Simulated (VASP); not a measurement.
Given:

```yaml
crystal:
  lattice:
    - [-2.60548, 2.60548, 2.60548]
    - [2.60548, -2.60548, 2.60548]
    - [2.60548, 2.60548, -2.60548]
  atoms:
    - { symbol: K, position: [0.00000, 0.00000, 0.00000] }
```

Calculation: PBEsol GGA, VASP's PBE PAW potentials (set 64) (plane waves; VASP). Run with 520 eV cut-off, 9×9×9 Γ-centred mesh, first-order Methfessel-Paxton smearing of 0.10 eV, potentials K_sv.

Task: Estimate the energy per atom (σ→0), band gap (on the k-mesh) with the smallest direct gap where there is one.

Result: 
- band gap (on the k-mesh) = none (metal, semimetal or under 0.01 eV)
- energy per atom (σ→0) = -1.136 eV/atom

The absolute energy has meaning only against runs of the same code, potentials and settings.

The compound is K in the bcc structure. It was relaxed first. The start is the result of an earlier pass.
